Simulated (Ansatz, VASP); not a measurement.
## IrPt7: VASP beside Ansatz

Wanted: the spread between two codes on one cell, functional and k mesh. The cell is taken from a series of runs on this material, whose earlier steps may have relaxed, scaled, displaced or heated it; both programs get it as it stands.

Calculated with Ansatz 0.2.0; plane waves, with VASP 6.6.1 beside it; relaxation of cell and atoms at PBEsol.

### 1. The structure

It takes space group Fm-3m (No. 225, cubic). Conventional cell: a = 7.820 Å, b = 7.820 Å, c = 7.820 Å, α = 90.00°, β = 90.00°, γ = 90.00°. Nearest to Pt lie 10 Pt at 2.76 Å and 2 Ir at 2.76 Å. Nearest to Pt lie 12 Pt at 2.76 Å. Ir has 12 Pt at 2.76 Å nearest. Farther neighbours are not listed.

Coordinates:

```xyz
8
Lattice="0.0000 3.9100 3.9100 3.9100 0.0000 3.9100 3.9100 3.9100 0.0000" Properties=species:S:1:pos:R:3 pbc="T T T"
Pt    1.9550    1.9550    0.0000
Pt    1.9550    0.0000    1.9550
Pt    3.9100    1.9550    1.9550
Pt    0.0000    1.9550    1.9550
Pt    1.9550    3.9100    1.9550
Pt    1.9550    1.9550    3.9100
Pt    3.9100    3.9100    3.9100
Ir    0.0000    0.0000    0.0000
```

### 2. VASP: relaxation of cell and atoms, PBEsol, pair 1

The relaxed volume is the usual yardstick between codes: in a stiff, nearly cubic crystal its relative difference is about their pressure difference at one cell divided by the bulk modulus.

Lines of VASP's logs that name or quote its potential files are left out, and so is its time.

Contents of INCAR:

```
SYSTEM = IrPt7
PREC = Accurate
ENCUT = 500
EDIFF = 1E-07
NELM = 120
ISMEAR = -1
SIGMA = 0.05
LREAL = .FALSE.
ALGO = Normal
GGA = PS
NBANDS = 48
LASPH = .TRUE.
LORBIT = 11
LWAVE = .FALSE.
LCHARG = .FALSE.
ISIF = 3
IBRION = 2
NSW = 80
EDIFFG = -0.005
GGA_COMPAT = .FALSE.
NELMIN = 4
KPAR = 2
```

Contents of POSCAR:

```
IrPt7
1.0
    0.0000000000      3.9100000000      3.9100000000
    3.9100000000      0.0000000000      3.9100000000
    3.9100000000      3.9100000000      0.0000000000
Pt Ir
7 1
Direct
    0.0000000000      0.0000000000      0.5000000000
    0.0000000000      0.5000000000      0.0000000000
    0.0000000000      0.5000000000      0.5000000000
    0.5000000000      0.0000000000      0.0000000000
    0.5000000000      0.0000000000      0.5000000000
    0.5000000000      0.5000000000      0.0000000000
    0.5000000000      0.5000000000      0.5000000000
    0.0000000000      0.0000000000      0.0000000000
```

Contents of KPOINTS:

```
Automatic mesh
0
Gamma
8 8 8
0 0 0
```

The projector-augmented-wave data sets are Pt and Ir (PBE family, release 64).

Started as:

```sh
$ mpirun -np 2 vasp_std
```

Numbers of over 12 decimals in the logs are rounded to 6 here.

Log:

```text
[banner, memory and clock lines left out]
running    2 mpi-ranks, on    1 nodes
 distrk:  each k-point on    1 cores,    2 groups
 distr:  one band on    1 cores,    1 groups

 POSCAR found type information on POSCAR PtIr
 POSCAR found :  2 types and       8 ions
|                                                                             |
|               ----> ADVICE to this user running VASP <----                  |
|                                                                             |
|     You enforced a specific xc type in the INCAR file but a different       |
|     [... a line on the potential file left out ...]
|     I HOPE YOU KNOW WHAT YOU ARE DOING!                                     |
|                                                                             |

 LDA part: xc-table for (Slater+PW92), standard interpolation
 POSCAR, INCAR and KPOINTS ok, starting setup
 FFT: planning ... GRIDC
 FFT: planning ... GRID_SOFT
 FFT: planning ... GRID
 WAVECAR not read
 entering main loop
       N       E                     dE             d eps       ncg     rms          rms(c)
DAV:   1     0.569733920694E+03    0.56973E+03   -0.38223E+04  2784   0.155E+03
DAV:   2    -0.315720691327E+02   -0.60131E+03   -0.56475E+03  2952   0.363E+02
DAV:   3    -0.612894665369E+02   -0.29717E+02   -0.26842E+02  3352   0.776E+01
DAV:   4    -0.621097277824E+02   -0.82026E+00   -0.81510E+00  3032   0.146E+01
DAV:   5    -0.621357552231E+02   -0.26027E-01   -0.26021E-01  3368   0.238E+00    0.387E+01
DAV:   6    -0.587693434742E+02    0.33664E+01   -0.75033E+00  2888   0.147E+01    0.198E+01
DAV:   7    -0.591357029028E+02   -0.36636E+00   -0.48631E+00  4144   0.181E+01    0.116E+01
DAV:   8    -0.583290187199E+02    0.80668E+00   -0.27224E+00  4032   0.159E+01    0.511E+00
DAV:   9    -0.583494546647E+02   -0.20436E-01   -0.56047E-01  2984   0.468E+00    0.320E+00
DAV:  10    -0.582948868142E+02    0.54568E-01   -0.24000E-01  3136   0.335E+00    0.113E+00
DAV:  11    -0.582865078778E+02    0.83789E-02   -0.26599E-02  3824   0.135E+00    0.319E-01
DAV:  12    -0.582865085984E+02   -0.72060E-06   -0.87652E-04  2976   0.157E-01    0.266E-01
DAV:  13    -0.582864146542E+02    0.93944E-04   -0.11417E-04  3800   0.784E-02    0.168E-01
DAV:  14    -0.582863905278E+02    0.24126E-04   -0.47153E-05  3968   0.467E-02    0.620E-02
DAV:  15    -0.582863873969E+02    0.31310E-05   -0.57309E-06  3128   0.146E-02    0.204E-02
DAV:  16    -0.582863870572E+02    0.33968E-06   -0.19742E-06  3312   0.871E-03    0.636E-03
DAV:  17    -0.582863872956E+02   -0.23838E-06   -0.49127E-07  2600   0.465E-03    0.391E-03
DAV:  18    -0.582863873410E+02   -0.45427E-07   -0.57227E-08  1456   0.143E-03
   1 F= -.58286387E+02 E0= -.58219765E+02  d E =-.582864E+02
 curvature:   0.00 expect dE= 0.000E+00 dE for cont linesearch  0.000E+00
 trial: gam= 0.00000 g(F)=  0.195E-58 g(S)=  0.886E-02 ort = 0.000E+00 (trialstep = 0.100E+01)
 search vector abs. value=  0.886E-02
 bond charge predicted
       N       E                     dE             d eps       ncg     rms          rms(c)
DAV:   1    -0.583804331607E+02   -0.94046E-01   -0.24489E+00  2784   0.954E+00    0.241E+00
DAV:   2    -0.583024987131E+02    0.77934E-01   -0.28489E-01  3296   0.350E+00    0.168E+00
DAV:   3    -0.582996796979E+02    0.28190E-02   -0.18379E-01  3944   0.380E+00    0.152E+00
DAV:   4    -0.582784531986E+02    0.21226E-01   -0.63456E-02  3904   0.197E+00    0.549E-01
DAV:   5    -0.582771084383E+02    0.13448E-02   -0.82198E-03  3344   0.654E-01    0.321E-01
DAV:   6    -0.582772471779E+02   -0.13874E-03   -0.82255E-04  2952   0.170E-01    0.988E-02
DAV:   7    -0.582772213153E+02    0.25863E-04   -0.14471E-04  4152   0.102E-01    0.794E-03
DAV:   8    -0.582772241530E+02   -0.28377E-05   -0.71727E-06  2912   0.138E-02    0.299E-03
DAV:   9    -0.582772251209E+02   -0.96787E-06   -0.20728E-07  2136   0.237E-03    0.129E-03
DAV:  10    -0.582772252874E+02   -0.16649E-06   -0.40583E-08  1472   0.121E-03    0.266E-04
DAV:  11    -0.582772253081E+02   -0.20731E-07   -0.10524E-08  1440   0.594E-04
   2 F= -.58277225E+02 E0= -.58211682E+02  d E =0.916203E-02
 trial-energy change:    0.009162  1 .order    0.009314   -0.008862    0.027489
 step:   0.2485(harm=  0.2438)  dis= 0.00000  next Energy=   -58.287491 (dE=-0.110E-02)
 bond charge predicted
       N       E                     dE             d eps       ncg     rms          rms(c)
DAV:   1    -0.583462356418E+02   -0.69010E-01   -0.13847E+00  2784   0.717E+00    0.174E+00
DAV:   2    -0.583034906750E+02    0.42745E-01   -0.17111E-01  3312   0.273E+00    0.136E+00
DAV:   3    -0.582988241590E+02    0.46665E-02   -0.96148E-02  3976   0.299E+00    0.113E+00
DAV:   4    -0.582881735286E+02    0.10651E-01   -0.35656E-02  3920   0.142E+00    0.457E-01
DAV:   5    -0.582875427075E+02    0.63082E-03   -0.46914E-03  3064   0.486E-01    0.280E-01
DAV:   6    -0.582875069198E+02    0.35788E-04   -0.74972E-04  2984   0.178E-01    0.243E-02
DAV:   7    -0.582874997050E+02    0.72148E-05   -0.42601E-05  3048   0.394E-02    0.788E-03
DAV:   8    -0.582875002377E+02   -0.53267E-06   -0.20764E-06  3480   0.746E-03    0.382E-03
DAV:   9    -0.582875004119E+02   -0.17426E-06   -0.22919E-07  2024   0.283E-03    0.949E-04
DAV:  10    -0.582875003765E+02    0.35484E-07   -0.46011E-08  1448   0.107E-03
   3 F= -.58287500E+02 E0= -.58221148E+02  d E =-.111304E-02
 curvature:  -0.12 expect dE=-0.981E-11 dE for cont linesearch -0.981E-11
 trial: gam=-0.00010 g(F)=  0.261E-59 g(S)=  0.805E-10 ort = 0.845E-06 (trialstep = 0.850E+00)
 search vector abs. value=  0.100E-09
 reached required accuracy - stopping structural energy minimisation
```

From OUTCAR (step 2):

```text
ion  position               nearest neighbor table
   1  0.000  0.000  0.500-   3 2.76   5 2.76   8 2.76   2 2.76   4 2.76   8 2.76   2 2.76   3 2.76
                             7 2.76   4 2.76   5 2.76   7 2.76
   2  0.000  0.500  0.000-   3 2.76   6 2.76   8 2.76   1 2.76   3 2.76   7 2.76   1 2.76   4 2.76
                             8 2.76   4 2.76   6 2.76   7 2.76
   3  0.000  0.500  0.500-   1 2.76   2 2.76   7 2.76   2 2.76   6 2.76   8 2.76   1 2.76   5 2.76
                             8 2.76   5 2.76   6 2.76   7 2.76
   4  0.500  0.000  0.000-   5 2.76   6 2.76   8 2.76   1 2.76   5 2.76   7 2.76   2 2.76   6 2.76
                             7 2.76   1 2.76   2 2.76   8 2.76
   5  0.500  0.000  0.500-   1 2.76   4 2.76   7 2.76   4 2.76   6 2.76   8 2.76   3 2.76   6 2.76
                             7 2.76   1 2.76   3 2.76   8 2.76
   6  0.500  0.500  0.000-   2 2.76   4 2.76   7 2.76   3 2.76   5 2.76   7 2.76   4 2.76   5 2.76
                             8 2.76   2 2.76   3 2.76   8 2.76
   7  0.500  0.500  0.500-   3 2.76   5 2.76   6 2.76   2 2.76   4 2.76   6 2.76   1 2.76   4 2.76
                             5 2.76   1 2.76   2 2.76   3 2.76
   8  0.000  0.000  0.000-   1 2.76   2 2.76   4 2.76   1 2.76   3 2.76   5 2.76   2 2.76   3 2.76
                             6 2.76   4 2.76   5 2.76   6 2.76

  LATTYP: Found a face centered cubic cell.
 ALAT       =     7.8200000000

 Subroutine GETGRP returns: Found 48 space group operations
 (whereof 48 operations were pure point group operations)

The static configuration has the point symmetry O_h .

 Found     29 irreducible k-points:

   k-points           NKPTS =     29   k-points in BZ     NKDIM =     29   number of bands    NBANDS=     48

   dimension x,y,z NGX =    40 NGY =   40 NGZ =   40
   dimension x,y,z NGXF=    80 NGYF=   80 NGZF=   80

   ENCUT  =  500.0 eV  36.75 Ry    6.06 a.u.  10.08 10.08 10.08*2*pi/ulx,y,z

   NELECT =      79.0000    total number of electrons

 k-points in reciprocal lattice and weights: Automatic mesh
   0.00000000  0.00000000  0.00000000       0.002
   0.12500000  0.00000000  0.00000000       0.016
   0.25000000  0.00000000  0.00000000       0.016
   0.37500000  0.00000000  0.00000000       0.016
   0.50000000  0.00000000  0.00000000       0.008
   0.12500000  0.12500000  0.00000000       0.012
   0.25000000  0.12500000  0.00000000       0.047
   0.37500000  0.12500000  0.00000000       0.047
   0.50000000  0.12500000  0.00000000       0.047
[...]
-0.37500000  0.50000000  0.12500000       0.023
  -0.25000000  0.50000000  0.25000000       0.012

 average (electrostatic) potential at core
       1 -62.9617       2 -62.9617       3 -62.9617       4 -62.9617       5 -62.9617
       6 -62.9617       7 -62.8329       8 -47.1839

 E-fermi :  11.0983

 k-point     1 :       0.0000    0.0000    0.0000
  band No.  band energies     occupation
    ...
     30      11.0640      1.32987
     31      11.0640      1.32987
     32      11.0640      1.32986
     33      11.1013      0.96962
     34      11.1013      0.96961
     35      11.2338      0.12482
     36      11.2338      0.12482
     37      11.2338      0.12482
     38      11.5252      0.00039
     39      11.5252      0.00039
    ...

 k-point     2 :       0.1250    0.0000    0.0000
  band No.  band energies     occupation
    ...
     31      10.8746      1.97745
     32      10.9362      1.92473
     33      10.9504      1.90118
     34      10.9504      1.90117
     35      11.0734      1.24410
     36      11.1884      0.28322
     37      11.1884      0.28322
     38      11.3137      0.02653
     39      11.3137      0.02653
     40      11.4347      0.00239
    ...

 k-point     3 :       0.2500    0.0000    0.0000
  band No.  band energies     occupation
    ...
     33      10.4700      1.99999
     34      10.4700      1.99999
     35      10.8109      1.99364
     36      10.8109      1.99364
     37      11.1004      0.97903
     38      11.2333      0.12586
     39      11.2333      0.12586
     40      11.3272      0.02033
     41      11.7089      0.00001
     42      11.7089      0.00001
    ...

  Total       -0.0000667     -0.0000667     -0.0000667      0.0000000      0.0000000      0.0000000
  in kB       -0.0008967     -0.0008967     -0.0008967      0.0000000      0.0000000      0.0000000
  external PRESSURE =      -0.0008967 kB  Pullay stress =       0.0000000 kB

  energy-cutoff  :      500.00
  volume of cell :      119.18
      direct lattice vectors                 reciprocal lattice vectors
    -0.000000000  3.905899938  3.905899938    -0.128011472  0.128011472  0.128011472
     3.905899938  0.000000000  3.905899938     0.128011472 -0.128011472  0.128011472
     3.905899938  3.905899938 -0.000000000     0.128011472  0.128011472 -0.128011472

 POSITION                                       TOTAL-FORCE (eV/Angst)
 -----------------------------------------------------------------------------------
      1.95295      1.95295     -0.00000         0.000000     -0.000000      0.000000
      1.95295      0.00000      1.95295         0.000000      0.000000     -0.000000
      3.90590      1.95295      1.95295         0.000000      0.000000     -0.000000
     -0.00000      1.95295      1.95295        -0.000000      0.000000     -0.000000
      1.95295      3.90590      1.95295         0.000000      0.000000     -0.000000
      1.95295      1.95295      3.90590        -0.000000      0.000000      0.000000
      3.90590      3.90590      3.90590        -0.000000     -0.000000     -0.000000
      0.00000      0.00000      0.00000         0.000000      0.000000     -0.000000
 -----------------------------------------------------------------------------------
    total drift:                                0.000000     -0.000000      0.000000

  FREE ENERGIE OF THE ION-ELECTRON SYSTEM (eV)
  ---------------------------------------------------
  free  energy   TOTEN  =       -58.2875003765 eV

  energy  without entropy=      -58.1547960665  energy(sigma->0) =      -58.22114822

 reached required accuracy - stopping structural energy minimisation

 total charge
# of ion       s       p       d       tot
------------------------------------------
    1        0.646   0.647   8.032   9.325
    2        0.646   0.647   8.032   9.325
    3        0.646   0.647   8.032   9.325
    4        0.646   0.647   8.032   9.325
    5        0.646   0.647   8.032   9.325
    6        0.646   0.647   8.032   9.325
    7        0.635   0.629   8.057   9.321
    8        0.618   0.599   6.938   8.155
--------------------------------------------------
tot          5.127   5.111  63.186  73.424

[... 3 further parts left out ...]
```

CONTCAR:

```
IrPt7
   1.00000000000000
    -0.0000000000000000    3.9058999381816069    3.9058999381816069
     3.9058999381816069    0.0000000000000000    3.9058999381816069
     3.9058999381816069    3.9058999381816069   -0.0000000000000000
  Pt              Ir
     7     1
Direct
     0.0000000000000000    0.0000000000000000    0.5000000000000000
     0.0000000000000000    0.5000000000000000    0.0000000000000000
     0.0000000000000000    0.5000000000000000    0.5000000000000000
     0.5000000000000000    0.0000000000000000    0.0000000000000000
     0.5000000000000000    0.0000000000000000    0.5000000000000000
     0.5000000000000000    0.5000000000000000    0.0000000000000000
     0.5000000000000000    0.5000000000000000    0.5000000000000000
     0.0000000000000000    0.0000000000000000    0.0000000000000000
```

[end of part 1 of 3]

[Lines on the potential files, build, host, timing and source positions are cut from VASP's logs without a mark.]

[Logs are printed without paths, hosts, clocks, repeated set-up lines and the standing remarks that a program may print on its own settings, such as how far it seeks lower states.]

[Hosts, paths, dates, database ids (printed as entryN), source tags and the programs' standing remarks are cut or masked in the printed files.]
